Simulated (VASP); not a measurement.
VASP input:

POSCAR:
```
SiO2
1
    4.1302078766     0.0000000000     0.0000000000
    0.0000000000     4.1302078766     0.0000000000
    0.0000000000     0.0000000000     2.6550868133
Si O
2 4
Direct
  0.0000000000   0.0000000000   0.0000000000
  0.5000000000   0.5000000000   0.5000000000
  0.3047929897   0.3047929897   0.0000000000
  0.8047929897   0.1952070103   0.5000000000
  0.1952070103   0.8047929897   0.5000000000
  0.6952070103   0.6952070103   0.0000000000
```

File KPOINTS:
```
Regular mesh
0
G
6 6 8
```

### INCAR
```
# general
SYSTEM  = SiO2
PREC    = Accurate
ENCUT   = 620
LREAL   = F   # projection in real space or not
LASPH   = T   # aspherical one-centre terms

# electronic loop
EDIFF   = 1E-6   # SCF stop (eV)
NELM    = 100   # most electronic steps
ALGO    = Normal   # blocked Davidson

# smearing
ISMEAR  = 0   # Gaussian
SIGMA   = 0.05

# ions
IBRION  = 2   # conjugate gradients
NSW     = 40
ISIF    = 3   # ions, shape and volume
EDIFFG  = -0.02   # ionic stop
PSTRESS = 100   # kbar

# output
LWAVE   = F
LCHARG  = F
```

POTCAR, in this order: Si O (LDA.64 set). Program: vasp_std.

Question: Translate this LDA calculation to Quantum ESPRESSO's pw.x.

Answer: One equivalent input (not run):
```
&CONTROL
  calculation = 'vc-relax'
  pseudo_dir = './pseudo'
  outdir = './out'
  tprnfor = .true.
  tstress = .true.
  nstep = 40
  forc_conv_thr = 0.00078
/
&SYSTEM
  ibrav = 0
  nat = 6
  ntyp = 2
  ecutwfc = 84
  occupations = 'smearing'
  smearing = 'gaussian'
  degauss = 0.003675
  input_dft = 'pz'
/
&ELECTRONS
  conv_thr = 7.3e-08
  electron_maxstep = 100
/
&IONS
/
&CELL
  press = 100
/
ATOMIC_SPECIES
  Si 28.085 Si.upf
  O 15.999 O.upf
CELL_PARAMETERS angstrom
     4.1302079    0.0000000    0.0000000
     0.0000000    4.1302079    0.0000000
     0.0000000    0.0000000    2.6550868
ATOMIC_POSITIONS crystal
  Si   0.0000000  0.0000000  0.0000000
  Si   0.5000000  0.5000000  0.5000000
  O    0.3047930  0.3047930  0.0000000
  O    0.8047930  0.1952070  0.5000000
  O    0.1952070  0.8047930  0.5000000
  O    0.6952070  0.6952070  0.0000000
K_POINTS automatic
  6 6 8 0 0 0
```
Limits of the translation: the potentials are each code's own (VASP's PAW set, PseudoDojo norm-conserving files in pw.x), so ENCUT and ecutwfc are chosen apart and not converted; conv_thr bounds pw.x's estimated SCF error, while EDIFF bounds the energy change between steps; forc_conv_thr acts on force components and is met together with etot_conv_thr.

The compound is SiO2 in the rutile structure, stishovite, a high-pressure form. This run relaxes it under an external pressure of 10 GPa. Symmetry was kept, so distortions that lower it aren't found.
